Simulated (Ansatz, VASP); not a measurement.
## SbP3: VASP beside Ansatz

```
Sb P
1.0
     4.16215    0.00000    0.00000
     0.00000    4.16215    0.00000
     0.00000    0.00000    4.16215
Sb P
1 3
Direct
  0.00000 0.00000 0.00000
  0.00000 0.50000 0.50000
  0.50000 0.00000 0.50000
  0.50000 0.50000 0.00000
```

Alike in both runs: functional PBE; k mesh 12 × 12 × 12; occupations gaussian, width 0.1 eV; no spin polarisation.

Ansatz relaxed the structure, and its values are those at the end. VASP's run is a single point on that final structure, the one shown.

```csv
,VASP,Ansatz
version,VASP 6.6.1,Ansatz 0.2.0
potentials or method,"VASP PAW PBE potentials, release 64 (Sb, P)","scalar-relativistic, plane waves, PAW"
plane-wave cutoff (eV),520,420
valence electrons in the cell,20,30
```

|  | VASP | Ansatz | Ansatz less VASP |
| --- | --- | --- | --- |
| gap on the k mesh at the Fermi level (eV) | none | none | - |
| pressure (GPa) | -0.2 | 0.0 | +0.20 |

A gap of «none» marks a metal or a gap that the smearing closes. The two sets of potentials don't hold the same shells in valence.

Spin-orbit coupling is left out, which matters for the levels of Sb.
